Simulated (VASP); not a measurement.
VASP input:

### KPOINTS
```
Automatic mesh
0
Gamma
12 12 7
0 0 0
```

### POSCAR
```
Y
1
    1.7074268487    -2.9573504044    -0.0000000000
    1.7074268487     2.9573504044     0.0000000000
    0.0000000000     0.0000000000     5.3548968308
Y
2
Direct
  0.3333330000   0.6666670000   0.2500000000
  0.6666670000   0.3333330000   0.7500000000
```

### INCAR
```
SYSTEM = Y
PREC = Accurate
ENCUT = 500
EDIFF = 1E-6
NELM = 100
ALGO = Normal
LREAL = .FALSE.
LASPH = .TRUE.
ISMEAR = 1
SIGMA = 0.1
GGA = PE
LMAXMIX = 4
LWAVE = .FALSE.
LCHARG = .FALSE.
IBRION = 2
ISIF = 3
NSW = 40
EDIFFG = -0.02
PSTRESS = 100
```

POTCAR, in this order: Y_sv (PBE.64 set). Program: vasp_std.

Q: Translate this PBE calculation to Ansatz.

A: One equivalent input (not run):
Ansatz 0.2 input:
```yaml
crystal:
  lattice:
    - [1.7074268, -2.9573504, 0.0000000]
    - [1.7074268, 2.9573504, 0.0000000]
    - [0.0000000, 0.0000000, 5.3548968]
  atoms:
    - { symbol: Y, position: [0.3333330, 0.6666670, 0.2500000] }
    - { symbol: Y, position: [0.6666670, 0.3333330, 0.7500000] }
kpoints:
  mp_grid: { grid: [12, 12, 7] }
hamiltonian:
  xc: pbe
  pseudopotentials: { kind: paw }
scf:
  occupations: { method: methfessel_paxton, width: 0.1 }
  max_iter: 100
relax:
  max_steps: 40
  f_tol: 0.02
  cell: { p_target: 10 }
output: { forces: true, stress: true, eigenvalues: true }
```
Limits of the translation: each code has its own PAW files, so the cut-off isn't converted (ENCUT is set for VASP's; basis.ecutwfc is left out, and Ansatz then takes the one that its files recommend); Ansatz stops its SCF on the density residual and VASP on the energy change (EDIFF).

The compound is Y in the hcp structure. This run relaxes it under an external pressure of 10 GPa. Symmetry was kept, so distortions that lower it aren't found.
